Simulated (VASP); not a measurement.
Computed with PBEsol GGA, VASP's PBE PAW potentials (set 64) (plane waves; VASP).

The input files of a VASP run:

### POSCAR
```
NaCl
1
    0.0000000000     2.7959927619     2.7959927619
    2.7959927619     0.0000000000     2.7959927619
    2.7959927619     2.7959927619     0.0000000000
Na Cl
1 1
Direct
  0.0000000000   0.0000000000   0.0000000000
  0.5000000000   0.5000000000   0.5000000000
```

### INCAR
```
! general
SYSTEM  = NaCl
PREC    = Accurate
ENCUT   = 500   ! plane-wave cut-off (eV)
LREAL   = .False.   ! projection in real space or not
LASPH   = .True.   ! aspherical one-centre terms

! electronic loop
EDIFF   = 1E-6   ! SCF stop (eV)
NELM    = 100
ALGO    = Normal

! smearing
ISMEAR  = 0   ! Gaussian
SIGMA   = 0.05   ! width (eV)

! functional
GGA     = PS

! ions
IBRION  = 2
NSW     = 40   ! most ionic steps
ISIF    = 3   ! ions, shape and volume
EDIFFG  = -0.02   ! ionic stop
PSTRESS = 50   ! kbar

! output
LWAVE   = .False.
LCHARG  = .False.
```

### KPOINTS
```
Regular mesh
0
G
  8 8 8
0 0 0
```

POTCAR, in this order: Na_pv Cl (PBE.64 set). Program: vasp_std.

Energy and stress use the plane-wave basis of the starting cell.

What does the run give for the energy per atom (σ→0), volume per atom, band gap (on the k-mesh)?

```yaml
energy per atom (σ→0): -334.0 kJ/mol of atoms
band gap (on the k-mesh): 5.57 eV
volume_per_atom: 19.20 Å³/atom
```

OSZICAR:
```
...
       N       E                     dE             d eps       ncg     rms          rms(c)
DAV:   1    -0.701025045909E+01   -0.54147E-01   -0.19809E+00   713   0.222E+01    0.197E+00
DAV:   2    -0.693860860146E+01    0.71642E-01   -0.10939E-01   704   0.391E+00    0.800E-01
DAV:   3    -0.692487724874E+01    0.13731E-01   -0.32433E-02   722   0.217E+00    0.387E-01
DAV:   4    -0.692358289112E+01    0.12944E-02   -0.10379E-03   935   0.393E-01    0.320E-02
DAV:   5    -0.692355193115E+01    0.30960E-04   -0.13397E-04   680   0.903E-02    0.195E-02
DAV:   6    -0.692355110935E+01    0.82180E-06   -0.53862E-06   761   0.389E-02
   3 F= -.57251643E+01 E0= -.57251643E+01  d E =-.913958E-01
```

The compound is NaCl in the rock salt structure. This run relaxes it under an external pressure of 5 GPa. Symmetry was kept, so distortions that lower it aren't found.
